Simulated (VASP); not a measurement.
# YSi3O6 (C2) in VASP: a series of runs

Aim: see how the results for YSi3O6 move with the level of theory and the settings. Levels: PBE, revPBE. Tasks: single point.

Program: VASP 6.6.1. These are calculated values, not measurements. Logs are shortened: lines on timing, memory, paths and dates and some standing lists are left out, and cuts for length are marked.

## 1. The structure

The structure is monoclinic, space group C2 (No. 5). The conventional cell has a = 7.710 Å, b = 5.410 Å, c = 7.052 Å, α = 90.00°, β = 105.62°, γ = 90.00°. Around Si (site symmetry 2) lie 4 O at 1.56 to 1.61 Å. Around Si (site symmetry 1) lie 3 O at 1.45 to 1.53 Å. Y (site symmetry 2) is surrounded by 4 O at 2.26 to 2.59 Å. Around O (site symmetry 1) lie 2 Si at 1.45 to 1.56 Å. O (site symmetry 1) has 1 Si at 1.48 Å as nearest neighbours. O (site symmetry 1) is surrounded by 2 Si at 1.53 to 1.61 Å.

The cell was built by a generator and needn't be a form met in nature.

## 2. Single point, PBE

The input, INCAR:

```
SYSTEM = YSi3O6
PREC = Accurate ; ENCUT = 520
EDIFF = 1E-6 ; ISMEAR = -1
SIGMA = 0.0424 ; LREAL = .False.
LASPH = .True. ; NELM = 100
ALGO = Fast ; ISIF = 2
LWAVE = .False. ; LCHARG = .False.
GGA = PE ; NBANDS = 40
```

The input, KPOINTS:

```
Automatic mesh
0
Gamma
  4 4 3
  0 0 0
```

The input, POSCAR:

```
YSi3O6
1.0
    3.8551970000      2.7050310000      0.0000000000
    3.8551970000     -2.7050310000      0.0000000000
    1.8986900000      0.0000000000     -6.7911830000
Si Y O
3 1 6
Direct
    0.7090000000      0.2910000000      0.5000000000
    0.3080000000      0.1960000000      0.3060000000
    0.8040000000      0.6920000000      0.6940000000
    0.0000000000      0.0000000000      0.0000000000
    0.3950000000      0.3130000000      0.4510000000
    0.6870000000      0.6050000000      0.5490000000
    0.4980000000      0.0860000000      0.1240000000
    0.9140000000      0.5020000000      0.8760000000
    0.7930000000      0.0230000000      0.6840000000
    0.9770000000      0.2070000000      0.3160000000
```

Potentials or basis: VASP PAW PBE potentials, release 64 (Si, Y_sv, O).

The run is started by

```sh
$ cat potpaw_PBE.64/Si/POTCAR potpaw_PBE.64/Y_sv/POTCAR potpaw_PBE.64/O/POTCAR > POTCAR
$ mpirun -np 1 vasp_std > vasp.out
```

OUTCAR:

```text
SYSTEM = YSi3O6
   PREC = Accurate
   ENCUT = 520
   EDIFF = 1E-6
   ISMEAR = -1
   LREAL = .False.
   LASPH = .True.
   NELM = 100
   ISIF = 2
   GGA = PE

 ion  position               nearest neighbor table
   1  0.709  0.291  0.500-   5 1.56   6 1.56   9 1.61  10 1.61   2 2.76   3 2.76   2 2.78   3 2.78

   2  0.308  0.196  0.306-   5 1.45   7 1.48  10 1.53   1 2.76   1 2.78   4 3.28   4 3.44
   3  0.804  0.692  0.694-   6 1.45   8 1.48   9 1.53   1 2.76   1 2.78   4 3.28   4 3.44
   4  0.000  0.000  0.000-   8 2.26   7 2.26  10 2.59   9 2.59   8 2.85   7 2.85   3 3.28   2 3.28
                             2 3.44   3 3.44
   5  0.395  0.313  0.451-   2 1.45   1 1.56
   6  0.687  0.605  0.549-   3 1.45   1 1.56
   7  0.498  0.086  0.124-   2 1.48   4 2.26   4 2.85
   8  0.914  0.502  0.876-   3 1.48   4 2.26   4 2.85
   9  0.793  0.023  0.684-   3 1.53   1 1.61   4 2.59
  10  0.977  0.207  0.316-   2 1.53   1 1.61   4 2.59

  LATTYP: Found a base centered monoclinic cell.
 ALAT       =     7.7103940000
 B/A-ratio  =     0.7016583070
 C/A-ratio  =     0.9145588480
 COS(beta)  =    -0.2692562769

  Lattice vectors:

 A1 = (  -3.8551970000,  -2.7050310000,   0.0000000000)
 A2 = (  -3.8551970000,   2.7050310000,   0.0000000000)
 A3 = (   1.8986900000,   0.0000000000,  -6.7911830000)

Analysis of symmetry for initial positions (statically):
=====================================================================
 Subroutine PRICEL returns:
 Original cell was already a primitive cell.

 Routine SETGRP: Setting up the symmetry group for a
 base centered monoclinic supercell.

 Subroutine GETGRP returns: Found  2 space group operations
 (whereof  2 operations were pure point group operations)
 out of a pool of  4 trial point group operations.

The static configuration has the point symmetry C_2 .

Analysis of symmetry for dynamics (positions and initial velocities):
=====================================================================
 Subroutine PRICEL returns:
 Original cell was already a primitive cell.

 Routine SETGRP: Setting up the symmetry group for a
 base centered monoclinic supercell.

 Subroutine GETGRP returns: Found  2 space group operations
 (whereof  2 operations were pure point group operations)
 out of a pool of  4 trial point group operations.

The dynamic configuration has the point symmetry C_2 .

 Subroutine INISYM returns: Found  2 space group operations
 (whereof  2 operations are pure point group operations),
 and found     1 'primitive' translations
[... 111 lines left out ...]
   POTIM  = 0.5000    time-step for ionic-motion
   TEBEG  =    0.0;   TEEND  =   0.0 temperature during run
   PSTRESS=    0.0 pullay stress
   NELECT =      59.0000    total number of electrons
   NUPDOWN=      -1.0000    fix difference up-down
   EMIN   =  10.00;   EMAX   =-10.00  energy-range for DOS
   EFERMI =   0.00;   METHOD = LEGACY
   ISMEAR =    -1;   SIGMA  =   0.04  broadening in eV -4-tet -1-fermi 0-gaus
   EFERMI_NEDOS =   21; number of points for ismear=-14 and -15
   IALGO  =     68    algorithm
   IMIX   =      4    mixing-type and parameters
     AMIX     =   0.40;   BMIX     =  1.00
     AMIX_MAG =   1.60;   BMIX_MAG =  1.00
  volume/ion in A,a.u.               =      14.16        95.59
  Fermi-wavevector in a.u.,A,eV,Ry     =   1.222627  2.310431 20.338227  1.494817
  Thomas-Fermi vector in A             =   2.357767
   LORBIT       =      0    0 simple, 1 ext, 2 COOP (PROOUT), +10 PAW based schemes
   GGA     = PE    functional components
   LHFCALC =     F    Hartree Fock is set to
   AEXX    =    0.0000 exact exchange contribution
   IVDW    =     0    specifies the selected vdW correction
   LEPSILON=     F    determine dielectric tensor
   LRPA    =     F    only Hartree local field effects (RPA)
 non-spin polarized calculation
 RMM-DIIS sequential band-by-band and
  energy-cutoff  :      520.00
  volume of cell :      141.64
 maximum number of plane-waves:      3838
   NGX = 17   NGY = 17   NGZ = 27

 number of electron      59.0000002 magnetization

 Free energy of the ion-electron system (eV)
  ---------------------------------------------------
  ext. energy  EPLUGINS =         0.00000000
  ---------------------------------------------------
  free energy    TOTEN  =       -68.40265389 eV

  energy without entropy =      -68.37492324  energy(sigma->0) =      -68.38878856

 E-fermi :   6.7186     XC(G=0):  -9.5200

 val. band max:        6.7113074105   @ k =   0.5000  -0.0000   0.3333
 cond. band min:       6.7333459680   @ k =   0.5000   0.5000  -0.0000
 fundamental gap:      0.0220385575
 Fermi energy:         6.7186287661

 k-point     1 :       0.0000    0.0000    0.0000
  band No.  band energies     occupation
      1     -38.2926      2.00000
      2     -19.9540      2.00000
      3     -18.9330      2.00000
      4     -18.4381      2.00000
      5     -18.3430      2.00000
      6     -18.3279      2.00000
[... 720 lines left out ...]
     39      10.5099      0.00000
     40      10.8323      0.00000

------------------------ aborting loop because EDIFF is reached ----------------------------------------

  FORCE on cell =-STRESS in cart. coord.  units (eV):
  Direction    XX          YY          ZZ          XY          YZ          ZX
  --------------------------------------------------------------------------------------
  -------------------------------------------------------------------------------------
  Total       34.7326868     19.8176502     31.8531615      0.0000000      0.0000000    -14.0442874
  in kB      392.8752868    224.1653534    360.3038270      0.0000000      0.0000000   -158.8605415
  external PRESSURE =     325.7814891 kB  Pullay stress =       0.0000000 kB

 VOLUME and BASIS-vectors are now :
 -----------------------------------------------------------------------------
  energy-cutoff  :      520.00
  volume of cell :      141.64
      direct lattice vectors                 reciprocal lattice vectors
     3.855197000  2.705031000  0.000000000     0.129695058  0.184840765  0.036260356
     3.855197000 -2.705031000  0.000000000     0.129695058 -0.184840765  0.036260356
     1.898690000  0.000000000 -6.791183000     0.000000000  0.000000000 -0.147249750

 POSITION                                       TOTAL-FORCE (eV/Angst)
 -----------------------------------------------------------------------------------
      4.80454      1.13070     -3.39559         0.000000      1.017770      0.000000
      2.52402      0.30296     -2.07810        -2.092865     -0.551666      3.689042
      7.08507      0.30296     -4.71308         2.092865     -0.551666     -3.689042
      0.00000      0.00000      0.00000         0.000000      0.591389      0.000000
      3.58579      0.22181     -3.06282         4.237086     -1.435761     -5.616423
      6.02330      0.22181     -3.72836        -4.237086     -1.435761      5.616423
      2.48687      1.11447     -0.84211        -0.320996      3.796160      4.925255
      7.12221      1.11447     -5.94908         0.320996      3.796160     -4.925255
      4.44454      2.08287     -4.64517         3.984733     -2.613312     -0.369334
      5.16454      2.08287     -2.14601        -3.984733     -2.613312      0.369334
 -----------------------------------------------------------------------------------
    total drift:                               -0.000000      0.001706      0.000000

  FREE ENERGIE OF THE ION-ELECTRON SYSTEM (eV)
  ---------------------------------------------------
  free  energy   TOTEN  =       -68.4026538870 eV

  energy  without entropy=      -68.3749232351  energy(sigma->0) =      -68.38878856
```

OSZICAR:

```text
N       E                     dE             d eps       ncg     rms          rms(c)
DAV:   1     0.371967999911E+03    0.37197E+03   -0.30681E+04  1360   0.137E+03
DAV:   2    -0.545944782117E+02   -0.42656E+03   -0.41677E+03  1656   0.324E+02
DAV:   3    -0.811346976055E+02   -0.26540E+02   -0.26224E+02  1720   0.822E+01
[... 14 lines left out ...]
RMM:  18    -0.684026452471E+02   -0.76955E-05   -0.82385E-05  1935   0.133E-02    0.360E-03
RMM:  19    -0.684026497206E+02   -0.44734E-05   -0.48463E-05  1575   0.865E-03    0.392E-03
RMM:  20    -0.684026518716E+02   -0.21511E-05   -0.22931E-05  1336   0.585E-03    0.360E-03
RMM:  21    -0.684026533600E+02   -0.14884E-05   -0.15802E-05  1352   0.611E-03    0.104E-02
RMM:  22    -0.684026538870E+02   -0.52695E-06   -0.78234E-06  1257   0.466E-03
   1 F= -.68402654E+02 E0= -.68388789E+02  d E =-.277307E-01
```

Run time: 3.1 min. Hardware: 1 thread of Intel Xeon Platinum 8488C (Sapphire Rapids), shared host; peak memory 0.3 GiB.

What came out:

```
Free energy            : -68.4027 eV
Pressure               : 32.6 GPa
Largest force          : 7.180 eV/Å
Band gap on the k mesh : none (metal or under the smearing width)
```

Forces in eV/Å, atoms in the order of the input:
```
Si   0.000  1.018  0.000
Si  -2.093 -0.552  3.689
Si   2.093 -0.552 -3.689
Y    0.000  0.591  0.000
O    4.237 -1.436 -5.616
O   -4.237 -1.436  5.616
O   -0.321  3.796  4.925
O    0.321  3.796 -4.925
O    3.985 -2.613 -0.369
O   -3.985 -2.613  0.369
```

Levels at points of the mesh, in eV from the Fermi level:
| k point | band 25 | band 26 | band 27 | band 28 | band 29 | band 30 | band 31 | band 32 | band 33 | band 34 |
| --- | --- | --- | --- | --- | --- | --- | --- | --- | --- | --- |
| (0.00, 0.00, 0.00) | -6.94 | -6.66 | -6.52 | -6.49 | -2.38 | 0.15 | 0.50 | 1.04 | 1.36 | 1.47 |
| (0.50, 0.00, 0.00) | -6.86 | -6.67 | -6.63 | -6.36 | -0.45 | -0.17 | 0.48 | 0.74 | 0.92 | 1.63 |
| (0.50, 0.50, 0.00) | -7.18 | -6.74 | -6.58 | -6.13 | 0.01 | 0.04 | 0.41 | 1.10 | 1.18 | 1.30 |

Caveat: a pressure of tens of GPa on the cell as given is suspect, and the run, the potentials or the cell itself is likely at fault; an odd number of electrons without spin polarisation forces a metal; a magnetic or distorted state may lie lower.

## 3. Single point, revPBE

The input, INCAR:

```
SYSTEM = YSi3O6
ALGO = Normal
EDIFF = 1E-6
ENCUT = 520
GGA = RE
ISIF = 2
ISMEAR = -1
LASPH = .True.
LCHARG = .True.
LELF = .True.
LREAL = .False.
LVHAR = .True.
LWAVE = .False.
NBANDS = 40
NELM = 100
PREC = Accurate
SIGMA = 0.0424
```

The input, KPOINTS:

```
k-points
0
Gamma
  4 4 3
  0 0 0
```

POSCAR is that of step 2.

Potentials or basis: VASP PAW PBE potentials, release 64 (Si, Y_sv, O).

The run is started by

```sh
$ cat potpaw_PBE.64/Si/POTCAR potpaw_PBE.64/Y_sv/POTCAR potpaw_PBE.64/O/POTCAR > POTCAR
$ mpirun -np 1 vasp_std > vasp.out
```

Wall time 1.9 min (1 thread of Intel Xeon Platinum 8488C (Sapphire Rapids), shared host); peak memory 0.29 GiB.

Results (log left out):

| Quantity | Value |
| --- | --- |
| Free energy | -65.2284 eV |
| Pressure | 34.7 GPa |
| Largest force | 7.292 eV/Å |
| Band gap on the k mesh | none (metal or under the smearing width) |

Forces on the atoms (eV/Å):
```
Si   0.000  1.055  0.000
Si  -2.086 -0.606  3.733
Si   2.086 -0.606 -3.733
Y    0.000  0.727  0.000
O    4.268 -1.495 -5.720
O   -4.268 -1.495  5.720
O   -0.348  3.863  4.994
O    0.348  3.863 -4.994
O    4.061 -2.652 -0.396
O   -4.061 -2.652  0.396
```

Stress tensor (GPa, compression positive):
```
 41.58   0.00 -16.29
  0.00  24.27   0.00
-16.29   0.00  38.16
```

Levels at points of the mesh, in eV from the Fermi level:
```tsv
k point	band 27	band 28	band 29	band 30	band 31	band 32
(0.00, 0.00, 0.00)	-6.53	-6.50	-2.35	0.14	0.51	1.06
(0.50, 0.00, 0.00)	-6.64	-6.37	-0.46	-0.17	0.50	0.77
(0.50, 0.50, 0.00)	-6.59	-6.14	0.02	0.04	0.42	1.12
```

Caveat: a pressure of tens of GPa on the cell as given is suspect, and the run, the potentials or the cell itself is likely at fault; the PAW data sets were made with another functional, which shifts forces and pressure a little; an odd number of electrons without spin polarisation forces a metal; a magnetic or distorted state may lie lower.

## 4. Single point, PBE

The input, INCAR:

```
SYSTEM = YSi3O6
PREC = Accurate
ENCUT = 520
EDIFF = 1E-7
ISMEAR = -1
SIGMA = 0.0424
LREAL = .FALSE.
LASPH = .TRUE.
NELM = 80
ALGO = Fast
ISIF = 2
LWAVE = .FALSE.
LCHARG = .FALSE.
GGA = PE
NBANDS = 40
```

The input, KPOINTS:

```
regular mesh
0
G
  4 4 3
  0 0 0
```

POSCAR is that of step 3.

The run is started by

```sh
$ cat potpaw_PBE.64/Si/POTCAR potpaw_PBE.64/Y_sv/POTCAR potpaw_PBE.64/O/POTCAR > POTCAR
$ mpirun -np 1 vasp_std > vasp.out
```

Wall time 4.7 min (1 thread of Intel Xeon Platinum 8488C (Sapphire Rapids), shared host); peak memory 0.3 GiB.

Results (log left out):

```
Free energy            : -68.4027 eV
Pressure               : 32.6 GPa
Largest force          : 7.180 eV/Å
Band gap on the k mesh : none (metal or under the smearing width)
```

Forces on the atoms (eV/Å):
```
Si   0.000  1.018  0.000
Si  -2.093 -0.551  3.689
Si   2.093 -0.551 -3.689
Y    0.000  0.591  0.000
O    4.237 -1.436 -5.616
O   -4.237 -1.436  5.616
O   -0.321  3.796  4.925
O    0.321  3.796 -4.925
O    3.984 -2.613 -0.369
O   -3.984 -2.613  0.369
```

Stress tensor (GPa, compression positive):
```
 39.29   0.00 -15.89
  0.00  22.42   0.00
-15.89   0.00  36.03
```

Levels at points of the mesh, in eV from the Fermi level:
```csv
k point,band 27,band 28,band 29,band 30,band 31,band 32
"(0.00, 0.00, 0.00)",-6.52,-6.49,-2.38,0.15,0.50,1.04
"(0.50, 0.00, 0.00)",-6.63,-6.36,-0.45,-0.17,0.48,0.74
"(0.50, 0.50, 0.00)",-6.58,-6.13,0.01,0.04,0.41,1.10
```

Caveat: a pressure of tens of GPa on the cell as given is suspect, and the run, the potentials or the cell itself is likely at fault; an odd number of electrons without spin polarisation forces a metal; a magnetic or distorted state may lie lower.
